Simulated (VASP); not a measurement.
A convergence study with VASP on Hf (space group no. 194 when undisturbed): a few settings are varied, all else stays as given below, so the limit is that of these other settings. One atom is moved off its site, so that forces are finite.

```yaml
crystal:
  lattice:
    - [1.60298, -2.77643, 0.00000]
    - [1.60298, 2.77643, 0.00000]
    - [0.00000, 0.00000, 5.07525]
  atoms:
    - { symbol: Hf, position: [0.33333, 0.66667, 0.25985] }
    - { symbol: Hf, position: [0.66667, 0.33333, 0.75000] }
```

The numbers are results of PBE GGA, VASP's PBE PAW potentials (set 64) (plane waves; VASP), not measurements. The last row used: 300 eV cut-off, 20×20×12 Γ-centred mesh, first-order Methfessel-Paxton smearing of 0.010 eV, potentials Hf_pv.

```
setting       E (eV/atom)  pressure (GPa)  largest force (eV/Å)  irreducible k-points
------------  -----------  --------------  --------------------  --------------------
SIGMA = 1.0       -9.8990           -1.10                 0.202                   473
SIGMA = 0.5       -9.9189           -1.06                 0.171                   473
SIGMA = 0.3       -9.9194           -0.95                 0.162                   473
SIGMA = 0.2       -9.9198      (withheld)            (withheld)                   473
SIGMA = 0.1       -9.9198           -0.95                 0.155                   473
SIGMA = 0.05      -9.9199           -0.95                 0.155                   473
SIGMA = 0.02      -9.9199           -0.96                 0.155                   473
SIGMA = 0.01      -9.9199           -0.96                 0.155                   473
```

Question: Fill in the missing entries.

Answer: 
- SIGMA = 0.2, pressure (GPa): -0.94
- SIGMA = 0.2, largest force (eV/Å): 0.157

VASP warned of too few bands at SIGMA = 1.0.

Left out are rungs that failed or repeat a setting and relaxations that didn't move; long series are thinned to 24 rows.

The structure is a typed Hf crystal (space group no. 194). The cell was not relaxed at this level, it is distorted from the ideal structure. VASP warned that the highest band is occupied, so more bands are needed.
